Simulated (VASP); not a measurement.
A run of VASP 6.6.1:

Contents of INCAR:

```
ALGO = Normal
EDIFF = 1E-7
EDIFFG = -0.004
ENCUT = 600
IBRION = 2
ISIF = 3
ISMEAR = 0
LASPH = True
LCHARG = False
LMIXTAU = True
LREAL = False
LWAVE = False
METAGGA = R2SCAN
NELM = 100
NSW = 80
PREC = Accurate
SIGMA = 0.1
```

The input KPOINTS:

```
k-points
0
Gamma
  7 7 7
```

The input POSCAR:

```
ScGa3
1.0
    4.0950000000      0.0000000000      0.0000000000
    0.0000000000      4.0950000000      0.0000000000
    0.0000000000      0.0000000000      4.0950000000
Sc Ga
1 3
Direct
    0.0000000000      0.0000000000      0.0000000000
    0.0000000000      0.5000000000      0.5000000000
    0.5000000000      0.0000000000      0.5000000000
    0.5000000000      0.5000000000      0.0000000000
```

Potentials or basis: VASP PAW PBE potentials, release 64 (Sc_sv, Ga_d).

Command:

```bash
$ cat potpaw_PBE.64/Sc_sv/POTCAR potpaw_PBE.64/Ga_d/POTCAR > POTCAR
$ mpirun -np 1 vasp_std > vasp.out
```

Hardware: 1 thread of Intel(R) Xeon(R) Platinum 8488C (Sapphire Rapids) (shared host).

Q: Estimate the wall time of this run.

A: It took 7.6 min on 1 thread of Intel(R) Xeon(R) Platinum 8488C (Sapphire Rapids), with other jobs on the host, peak memory 0.25 GiB. Counts: scf iterations 41, k points 20, ion steps 3.
